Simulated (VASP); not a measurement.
# TiRh (Pm-3m) in VASP: single point with LDA

Aim: the single point of TiRh with LDA.

Program: VASP 6.6.1. These are calculated values, not measurements. Logs are shortened: lines on timing, memory, paths and dates and some standing lists are left out, and cuts for length are marked.

**1. The crystal as given**

The structure is cubic, space group Pm-3m (No. 221). Conventional cell: a = 3.115 Å, b = 3.115 Å, c = 3.115 Å, α = 90.00°, β = 90.00°, γ = 90.00°. Ti (site symmetry m-3m) has 8 Rh at 2.70 Å as nearest neighbours. Rh (site symmetry m-3m) has 8 Ti at 2.70 Å as nearest neighbours.

The cell comes from a database or a generator and needn't be the stable form of this composition.

**2. Single point, LDA**

Contents of INCAR:

```
PREC     = Accurate       # precision mode
ENCUT    = 520            # plane-wave cutoff, eV
EDIFF    = 1E-6           # SCF threshold, eV
ISMEAR   = 0              # smearing method
SIGMA    = 0.15           # smearing width, eV
LREAL    = F              # projectors in reciprocal space
LASPH    = T              # aspherical terms in the spheres
NELM     = 100            # most SCF steps
ALGO     = Normal         # electronic algorithm
ISIF     = 2              # what is computed and relaxed
LWAVE    = F              # write WAVECAR
LCHARG   = F              # write CHGCAR
GGA      = CA             # functional
NBANDS   = 20             # bands
```

Contents of KPOINTS:

```
Automatic mesh
0
Gamma
  16 16 16
```

Contents of POSCAR:

```
TiRh
1.0
    3.1152020000      0.0000000000      0.0000000000
    0.0000000000      3.1152020000      0.0000000000
    0.0000000000      0.0000000000      3.1152020000
Ti Rh
1 1
Direct
    0.5000000000      0.5000000000      0.5000000000
    0.0000000000      0.0000000000      0.0000000000
```

Potentials or basis: VASP PAW LDA potentials, release 64 (Ti_sv, Rh_pv).

On the command line:

```console
$ cat potpaw_LDA.64/Ti_sv/POTCAR potpaw_LDA.64/Rh_pv/POTCAR > POTCAR
$ mpirun -np 1 vasp_std > vasp.out
```

OUTCAR:

```text
PREC = Accurate
   ENCUT = 520
   EDIFF = 1E-6
   ISMEAR = 0
   LREAL = F
   LASPH = T
   NELM = 100
   ISIF = 2
   GGA = CA

 ion  position               nearest neighbor table
   1  0.500  0.500  0.500-   2 2.70   2 2.70   2 2.70   2 2.70   2 2.70   2 2.70   2 2.70   2 2.70

   2  0.000  0.000  0.000-   1 2.70   1 2.70   1 2.70   1 2.70   1 2.70   1 2.70   1 2.70   1 2.70

  LATTYP: Found a simple cubic cell.
 ALAT       =     3.1152020000

  Lattice vectors:

 A1 = (   3.1152020000,   0.0000000000,   0.0000000000)
 A2 = (   0.0000000000,   3.1152020000,   0.0000000000)
 A3 = (   0.0000000000,   0.0000000000,   3.1152020000)

Analysis of symmetry for initial positions (statically):
=====================================================================
 Subroutine PRICEL returns:
 Original cell was already a primitive cell.

 Routine SETGRP: Setting up the symmetry group for a
 simple cubic supercell.

 Subroutine GETGRP returns: Found 48 space group operations
 (whereof 48 operations were pure point group operations)
 out of a pool of 48 trial point group operations.

The static configuration has the point symmetry O_h .

Analysis of symmetry for dynamics (positions and initial velocities):
=====================================================================
 Subroutine PRICEL returns:
 Original cell was already a primitive cell.

 Routine SETGRP: Setting up the symmetry group for a
 simple cubic supercell.

 Subroutine GETGRP returns: Found 48 space group operations
 (whereof 48 operations were pure point group operations)
 out of a pool of 48 trial point group operations.

The dynamic configuration has the point symmetry O_h .

 Subroutine INISYM returns: Found 48 space group operations
 (whereof 48 operations are pure point group operations),
 and found     1 'primitive' translations

----------------------------------------------------------------------------------------

                                     Primitive cell

  volume of cell :      30.2314

  direct lattice vectors                    reciprocal lattice vectors
     3.115202000  0.000000000  0.000000000     0.321006471  0.000000000  0.000000000
     0.000000000  3.115202000  0.000000000     0.000000000  0.321006471  0.000000000
     0.000000000  0.000000000  3.115202000     0.000000000  0.000000000  0.321006471
[... 74 lines left out ...]
 SYSTEM =  unknown system
   PREC   = accura    normal or accurate (medium, high low for compatibility)
   ISTART =      0    job   : 0-new  1-cont  2-samecut
   ICHARG =      2    charge: 1-file 2-atom 10-const
   ISPIN  =      1    spin polarized calculation?
   LNONCOLLINEAR =      F non collinear calculations
   LSORBIT =      F    spin-orbit coupling
   LASPH  =      T    aspherical Exc in radial PAW
   ENCUT  =  520.0 eV  38.22 Ry    6.18 a.u.   5.79  5.79  5.79*2*pi/ulx,y,z
   NELM   =    100;   NELMIN=  2; NELMDL= -5     # of ELM steps
   EDIFF  = 0.1E-05   stopping-criterion for ELM
   LREAL  =      F    real-space projection
   EDIFFG = 0.1E-04   stopping-criterion for IOM
   NSW    =      0    number of steps for IOM
   IBRION =     -1    ionic relax: 0-MD 1-quasi-New 2-CG
   NFREE  =      0    steps in history (QN), initial steepest desc. (CG)
   ISIF   =      2    stress and relaxation
   ISYM   =      2    0-nonsym 1-usesym 2-fastsym
   POTIM  = 0.5000    time-step for ionic-motion
   TEBEG  =    0.0;   TEEND  =   0.0 temperature during run
   PSTRESS=    0.0 pullay stress
   NELECT =      27.0000    total number of electrons
   NUPDOWN=      -1.0000    fix difference up-down
   EMIN   =  10.00;   EMAX   =-10.00  energy-range for DOS
   EFERMI =   0.00;   METHOD = LEGACY
   ISMEAR =     0;   SIGMA  =   0.15  broadening in eV -4-tet -1-fermi 0-gaus
   EFERMI_NEDOS =   21; number of points for ismear=-14 and -15
   IALGO  =     38    algorithm
   IMIX   =      4    mixing-type and parameters
     AMIX     =   0.40;   BMIX     =  1.00
     AMIX_MAG =   1.60;   BMIX_MAG =  1.00
  volume/ion in A,a.u.               =      15.12       102.01
  Fermi-wavevector in a.u.,A,eV,Ry     =   1.576558  2.979262 33.817746  2.485534
  Thomas-Fermi vector in A             =   2.677373
   LORBIT       =      0    0 simple, 1 ext, 2 COOP (PROOUT), +10 PAW based schemes
   GGA     = CA    functional components
   LHFCALC =     F    Hartree Fock is set to
   AEXX    =    0.0000 exact exchange contribution
   IVDW    =     0    specifies the selected vdW correction
   LEPSILON=     F    determine dielectric tensor
   LRPA    =     F    only Hartree local field effects (RPA)
 non-spin polarized calculation
 Gauss-broadening in eV      SIGMA  =   0.15
  energy-cutoff  :      520.00
  volume of cell :       30.23
 maximum number of plane-waves:       840
 NGX is ok and might be reduce to    24
   NGX = 11   NGY = 11   NGZ = 11

 number of electron      27.0000005 magnetization

 Free energy of the ion-electron system (eV)
  ---------------------------------------------------
  ext. energy  EPLUGINS =         0.00000000
  ---------------------------------------------------
  free energy    TOTEN  =       -18.62981621 eV

  energy without entropy =      -18.59623147  energy(sigma->0) =      -18.61302384

 E-fermi :  10.4378     XC(G=0): -13.1140

 val. band max:       10.4370848995   @ k =   0.4375   0.4375   0.2500
 cond. band min:      10.4440060695   @ k =   0.4375   0.3125   0.0625
 fundamental gap:      0.0069211700
 Fermi energy:        10.4377527522

 k-point     1 :       0.0000    0.0000    0.0000
  band No.  band energies     occupation
      1     -46.4731      2.00000
      2     -36.1087      2.00000
      3     -36.1087      2.00000
      4     -36.1087      2.00000
      5     -22.9869      2.00000
      6     -22.9869      2.00000
[... 541 lines left out ...]
     19      13.4420      0.00000
     20      23.4657      0.00000

 [... further k-points ...]
[... 5 lines left out ...]
  --------------------------------------------------------------------------------------
  -------------------------------------------------------------------------------------
  Total       -2.4468124     -2.4468124     -2.4468124      0.0000000     -0.0000000      0.0000000
  in kB     -129.6739105   -129.6739105   -129.6739105      0.0000000     -0.0000000      0.0000000
  external PRESSURE =    -129.6739105 kB  Pullay stress =       0.0000000 kB

 VOLUME and BASIS-vectors are now :
 -----------------------------------------------------------------------------
  energy-cutoff  :      520.00
  volume of cell :       30.23
      direct lattice vectors                 reciprocal lattice vectors
     3.115202000  0.000000000  0.000000000     0.321006471  0.000000000  0.000000000
     0.000000000  3.115202000  0.000000000     0.000000000  0.321006471  0.000000000
     0.000000000  0.000000000  3.115202000     0.000000000  0.000000000  0.321006471

 POSITION                                       TOTAL-FORCE (eV/Angst)
 -----------------------------------------------------------------------------------
      1.55760      1.55760      1.55760         0.000000      0.000000      0.000000
      0.00000      0.00000      0.00000         0.000000      0.000000      0.000000
 -----------------------------------------------------------------------------------
    total drift:                                0.000000      0.000000     -0.000000

  FREE ENERGIE OF THE ION-ELECTRON SYSTEM (eV)
  ---------------------------------------------------
  free  energy   TOTEN  =       -18.6298162124 eV

  energy  without entropy=      -18.5962314717  energy(sigma->0) =      -18.61302384
```

It took 30 s on 1 thread of Intel Xeon Platinum 8559C (Emerald Rapids), shared host; peak memory 0.21 GiB.

Results:

```yaml
Free_energy: -18.6298 eV
Pressure: -13.0 GPa
Band_gap_on_the_k_mesh: none (metal or under the smearing width)
```
